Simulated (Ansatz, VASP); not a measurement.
# Cu (Copper): VASP beside Ansatz

One calculation is typed for both programs; each brings its own data sets and cutoff. How far apart do they land? The cell is taken from a series of VASP runs on this material, whose earlier steps may have relaxed, scaled or displaced it; both programs get it as it stands.

Program: Ansatz 0.2.0. Level of theory: plane waves, with VASP 6.6.1 beside it; relaxation of cell and atoms at r2SCAN with rVV10. Results are calculated unless marked as measured.

## 1. Set-up

The structure is cubic, space group Fm-3m (No. 225). The conventional cell has a = 3.566 Å, b = 3.566 Å, c = 3.566 Å, α = 90.00°, β = 90.00°, γ = 90.00°. Nearest to Cu lie 12 Cu at 2.52 Å.

## 2. Ansatz: relaxation of cell and atoms, r2SCAN with rVV10

Ansatz runs on its default PAW (the set named soft_2) files.

The relaxed volume is the usual yardstick between codes: its relative difference is about their pressure difference at one cell divided by the bulk modulus.

Input file input.yaml:

```yaml
crystal:
  lattice:
    - [0.0, 1.7832292259, 1.7832292259]
    - [1.7832292259, 0.0, 1.7832292259]
    - [1.7832292259, 1.7832292259, 0.0]
  atoms:
    - { symbol: Cu, position: [0.0, 0.0, 0.0] }
hamiltonian:
  xc: r2scan
  pseudopotentials: { kind: paw }
  dispersion: rvv10
kpoints:
  mp_grid: { grid: [22, 22, 22] }
scf:
  occupations: { method: methfessel_paxton, width: 0.15 }
relax:
  f_tol: 0.01
  max_steps: 60
  cell: { stress_tol: 0.05 }
output:
  forces: true
  stress: true
  write_density: true
  write_potential: true
  elf: true
  volumetric_format: npy
```

Started as:

```bash
ansatz run input.yaml --threads 4 --pin off --max-ram 9216MiB --backend cpu --events-out ev --progress --plain --runs-dir out
```

Numbers of over 12 decimals in the logs are rounded to 6 here.

What it wrote:

```text
Engine: ansatz 0.2.0, aarch64-unknown-linux-gnu
Pseudopotentials: kind: paw
Pseudopotential: Cu, paw, valence charge 19, recommended cutoff 500 eV (meta_gga), Cu.paw.azcp
Functional definition: r2SCAN+rVV10
  parameter k0 = 0.174
  parameter k1 = 0.065
  parameter a1 = 4.9479
  exchange = r2scan_x(k0 = k0, k1 = k1, a1 = a1)
  correlation = r2scan_c + rvv10(11.95, 0.0093)
Crystal: 1 atoms, lattice volume = 11.341 Å³
Basis set: ecut = 500 eV, 283 PW (Γ), exchange–correlation on 96×96×96 points (64 copies of the dense FFT grid, shifted against one another)
Bands: 14, of which v1, the nominal top of the filled ones, is band 10 counted from 1 (9 counted from 0)
Symmetry: 48 space group operations
Space group: Fm-3m (ITA 225), of the structure as read, at distance tolerance 2.2e-5 Å
k-points: 328 of 10648
Non-local potential: Cu, projectors of the file, l = 0: 3, l = 1: 2, l = 2: 3, l = 3: 1
PAW form: soft (Blöchl's): semilocal exchange-correlation on the pseudo side does not see the compensation charge
rVV10 density: all electrons in the spheres
PAW frozen core: Cu, regenerated for the run's functional (the file was generated under x = pbe(κ = 0.804, μ = 0.219515), c = pbe(β = 0.066725))
PAW one-centre angular grid: Cu, 590 points (default); XC on 160 Gauss nodes
Initial density: superposition of atomic densities (neutral atoms: chi_scale 0, normalization atom), corrected by the library's trained network
Initial wavefunctions: pseudopotential atomic-orbital guess
Functional: x = r2scan, c = r2scan + rvv10(b = 11.95, C = 0.0093); τ floored in thin density (d = 2e-4 eV/Å³)
SCF iter   1: F=—  HF=-6630.218159 eV  |F-HF|=—  |Δ(HF+E_count)|=         —  Δρ=3.59e-2  dr2=7.90e-2  dr2_τ=6.76e-4  ethr=1.77e-3  ⟨swp⟩=4.9  Hψ=22676  notcnv=0
preconditioner: auto → none  [metal: Δε(μ)=0.031 eV  Ē_g=18.432 eV  σ=0.150 eV  W_gap=0.17  n_scr=0 (ndim 8)  ℏωp=36.6 eV  f_vac=0.000  D(μ)=0.20/eV (n_scr^D=0)]
SCF iter   2: F=—  HF=-6630.227062 eV  |F-HF|=—  |Δ(HF+E_count)|=   8.90e-3  S|Δr|=    0.00e0  Δρ=3.38e-2  dr2=6.94e-2  dr2_τ=8.45e-4  ethr=4.16e-4  ⟨swp⟩=2.3  Hψ=10469  notcnv=0  defer=119
SCF iter   3: F=—  HF=-6630.204823 eV  |F-HF|=—  |Δ(HF+E_count)|=   2.22e-2  S|Δr|=    0.00e0  Δρ=5.17e-3  dr2=1.69e-3  dr2_τ=2.03e-5  ethr=3.65e-4  ⟨swp⟩=2.0  Hψ=7418  notcnv=0  defer=119
SCF iter   4: F=—  HF=-6630.204803 eV  |F-HF|=—  |Δ(HF+E_count)|=   2.02e-5  S|Δr|=    0.00e0  Δρ=2.62e-4  dr2=3.05e-6  dr2_τ=3.80e-7  ethr=8.88e-6  ⟨swp⟩=1.1  Hψ=5854  notcnv=0  defer=119
SCF iter   5: F=—  HF=-6630.204808 eV  |F-HF|=—  |Δ(HF+E_count)|=   5.16e-6  S|Δr|=    0.00e0  Δρ=1.51e-4  dr2=1.04e-6  dr2_τ=3.72e-8  ethr=1.61e-8  ⟨swp⟩=2.0  Hψ=6260  notcnv=0  defer=119
SCF iter   6: F=—  HF=-6630.204811 eV  |F-HF|=—  |Δ(HF+E_count)|=   2.32e-6  S|Δr|=    0.00e0  Δρ=4.18e-5  dr2=1.21e-7  dr2_τ=8.36e-10  ethr=5.46e-9  ⟨swp⟩=2.0  Hψ=7588  notcnv=0  defer=119
SCF iter   7: F=-6630.204810 eV  HF=-6630.204810 eV  |F-HF|=4.27e-11  |Δ(HF+E_count)|=   2.31e-8  S|Δr|=    0.00e0  Δρ=1.81e-6  dr2=2.09e-10  dr2_τ=1.33e-11  ethr=5.26e-10  ⟨swp⟩=7.0  Hψ=22748  notcnv=0
SCF 1 converged in 7 iterations: F = -6630.204810 eV  dr2 = 2.09e-10
  greatest PAW one-centre occupation: 1.000 electrons in one spin orbital (limit 2), on the Cu atom at site 0 (counted from 0), in its partial waves of l = 0
relax step   1: F+E_penalty+E_count = -6630.20481048 eV  Δ(F+E_penalty+E_count) = +0.000e0 eV  max|allowed force component| = 0.000e0 eV/Å  Δτ_max = 0.0000 Å  P = -0.741 GPa  Ω = 11.341 Å³  (7 SCF iters, dr2 threshold 1.00e-7 eV, accepted)
[...]
relax step   2: F+E_penalty+E_count = -6630.20490837 eV  Δ(F+E_penalty+E_count) = -9.789e-5 eV  max|allowed force component| = 0.000e0 eV/Å  Δτ_max = 0.0000 Å  P = -0.377 GPa  Ω = 11.317 Å³  energy of the carried Pulay correction = +1.253e-5 eV  (4 SCF iters, dr2 threshold 1.00e-7 eV, accepted)
[...]
relax step   3: F+E_penalty+E_count = -6630.20495036 eV  Δ(F+E_penalty+E_count) = -4.199e-5 eV  max|allowed force component| = 0.000e0 eV/Å  Δτ_max = 0.0000 Å  P = +0.007 GPa  Ω = 11.291 Å³  energy of the carried Pulay correction = +2.543e-5 eV  (6 SCF iters, dr2 threshold 1.00e-7 eV, accepted)
[...]
relax step   4: F+E_penalty+E_count = -6630.20492380 eV  Δ(F+E_penalty+E_count) = +2.656e-5 eV  max|allowed force component| = 0.000e0 eV/Å  Δτ_max = 0.0000 Å  P = +0.003 GPa  Ω = 11.291 Å³  stress off target by 2.61e-3 GPa  SCF on the basis re-selected at this cell (its energy is not comparable with the rows above)  (6 SCF iters)
basis re-selected at this cell: Δ(F+E_penalty+E_count) = +2.656e-5 eV, ΔP = -0.004 GPa vs the last step (what re-selecting the basis moved, of the pressure what is left beyond the Pulay correction that the steps carried, after the strain that the cell walked since its last selection, with what the two solves' SCF thresholds leave and, on support functions, any second-order correction that the steps lacked; it is no measure of the basis error at this ecutwfc). This SCF's stress stands 2.61e-3 GPa from its target on what of the cell is left free (relax.cell.stress_tol is 5.00e-2 GPa) and its largest allowed force component is 0.00e0 eV/Å (relax.f_tol is 1.00e-2 eV/Å): [rest of the remark cut]
SCF converged after 6 iterations
Stability not checked: this state was not tested for a lower state beside it, because cold or Methfessel-Paxton smearing, or corrected tetrahedra, fill the levels in a way that the test cannot read (fill_not_monotonic; see scf.lower_state_search)
Free energy (F): -6630.204924 eV
Harris-Foulkes:  -6630.204924 eV  (|F-HF|=1.82e-12)
Internal energy: -6630.205143 eV  (E = F + TS)
E sigma→0 (E₀):  -6630.204979 eV
Entropy (-TS):   0.000219 eV (0.219 meV/atom)
Fermi energy:    17.524453 eV
--- Per-component energies (eV) ---
  E_band       = -370.220980
  E_kinetic    = 300.204873
  E_local      = -3976.536652  (includes V_loc(G=0)·N_el)
  E_nonlocal   = 394.713091
  E_hartree    = 1758.579679
  E_xc         = -83.067317
  E_vxc        = -124.635763  (∫ρ·V_xc dr)
  E_paw        = -1677.585749  (= ΣΔE_a)
  E_vpaw       = -490.140087  (= ΣTr[D̂ρ^β])
  E_aug_tail   = 0.000114  (compensation charges beyond the density's cutoff)
  E_vtau       = 9.014158  (kinetic-family band-sum trace: ∫τ·v_τ [+ j·A + Jᵃ·Aᵃ] dr)
  E_ewald      = -3346.212074
  E_core_change = -0.301108  (= ΣΔE_core)
  E_smearing   = 0.000219  (= −TS)
  E_closure    = -0.000000  (closes the sum)
  Σ components = -6630.204924   (vs F -6630.204924, Δ=0.00e0)
--- Forces (eV/Å), atoms counted from 1 ---
  atom   1  Cu    -0.00000000    -0.00000000     0.00000000
  max |Σ_I F_I| component: 6.57e-32 eV/Å
--- Stress (GPa, compression-positive) ---
        0.002611       0.000000       0.000000
        0.000000       0.002611      -0.000000
        0.000000      -0.000000       0.002611
  P = ⅓ Tr σ = 0.0026 GPa (0.026 kbar)
--- Band table (eV; the first three rows and the last of 328) ---
  k-point 0: bands = [... 6 lower, 14.2804, 14.2804, 15.1637, 15.1637, 41.2708, 44.4680, 44.4680, 44.4680]
  k-point 1: bands = [... 6 lower, 14.2964, 14.2964, 15.1571, 15.1571, 40.9041, 43.2452, 44.1868, 44.1868]
  k-point 2: bands = [... 6 lower, 14.3399, 14.3399, 15.1416, 15.1416, 39.2862, 42.3260, 43.6226, 43.6226]
  k-point 327: bands = [... 6 lower, 13.8807, 15.1341, 15.9694, 23.4597, 24.8335, 26.2315, 27.3932, 46.1122]
--- Relaxed structure (3 steps of the walk, 3 accepted, 1 SCFs on fresh bases) ---
  F+E_penalty+E_count = -6630.20492380 eV   max|allowed force component| = 0.000e0 eV/Å   (the final SCF, on the basis selected at the relaxed cell)
  cell:  # Å, volume = 11.2913 Å³
    - [0, 1.780622, 1.780622]
    - [1.780622, 0, 1.780622]
    - [1.780622, 1.780622, 0]
  atoms:
    - { symbol: Cu, position: [0.0, 0.0, 0.0] }
```

The job ended after 9.8 s (4 threads of Arm Neoverse V1, shared host; peak memory 0.45 GiB).

[end of part 1 of 2]

[Lines on the potential files, build, host, timing and source positions are cut from VASP's logs without a mark.]

[Logs are printed without paths, hosts, clocks, repeated set-up lines and the standing remarks that a program may print on its own settings, such as how far it seeks lower states.]

[Hosts, paths, dates, database ids (printed as entryN), source tags and the programs' standing remarks are cut or masked in the printed files.]
